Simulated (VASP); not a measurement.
Data:

```
ZnS
1.0
    0.00000     2.70500     2.70500
    2.70500     0.00000     2.70500
    2.70500     2.70500     0.00000
Zn S
1 1
Cartesian
  0.00000   0.00000   0.00000
  1.35250   1.35250   1.35250
```

Calculation: rev-vdW-DF2, VASP's PBE PAW potentials (set 64) (plane waves; VASP 6.6.1). Settings: 520 eV cut-off, 9×9×9 Γ-centred mesh, tetrahedra with Blöchl corrections, potentials Zn S.

Task: The job: ZnS (zinc blende), 2 atoms, rev-vdW-DF2, static run, 520 eV, 9×9×9 Γ-centred mesh. Roughly how much core time does it take on a busy server core?

Result: About 20 core-seconds (one run on a shared machine, a rough figure). It had 35 irreducible k-points, 13 bands, up to 1075 plane waves and 13 electronic steps.

The compound is ZnS in the zinc blende structure. The cell was not relaxed at this level.
